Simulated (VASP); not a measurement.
Here is a VASP 6.6.1 calculation.

The input INCAR:

```
  PREC = Accurate
  ENCUT = 520
  EDIFF = 1E-6
  ISMEAR = 0
  SIGMA = 0.15
  LREAL = False
  LASPH = True
  NELM = 100
  ALGO = Fast
  ISIF = 2
  LWAVE = False
  LCHARG = False
  GGA = CA
  NBANDS = 13
```

KPOINTS

```
regular mesh
0
Gamma
  18 18 10
```

File POSCAR:

```
CaMg
1.0
    3.6681185438      0.0000000000      0.0000000000
   -1.8340592719      3.1766838430      0.0000000000
    0.0000000000      0.0000000000      5.6222980000
Ca Mg
1 1
Direct
    0.0000000000      0.0000000000      0.5000000000
    0.6666666667      0.3333333333      0.0000000000
```

Potentials or basis: VASP PAW LDA potentials, release 64 (Ca_sv, Mg).

Launch:

```sh
$ cat potpaw_LDA.64/Ca_sv/POTCAR potpaw_LDA.64/Mg/POTCAR > POTCAR
$ mpirun -np 1 vasp_std > vasp.out
```

Problem. Estimate the band gap on the k mesh.

Solution. None (metal or under the smearing width).

Problem. Predict the pressure.

Solution. -1.9 GPa.

Stress tensor (GPa, compression positive):
```
-1.66  0.00  0.00
 0.00 -1.66  0.00
 0.00  0.00 -2.51
```
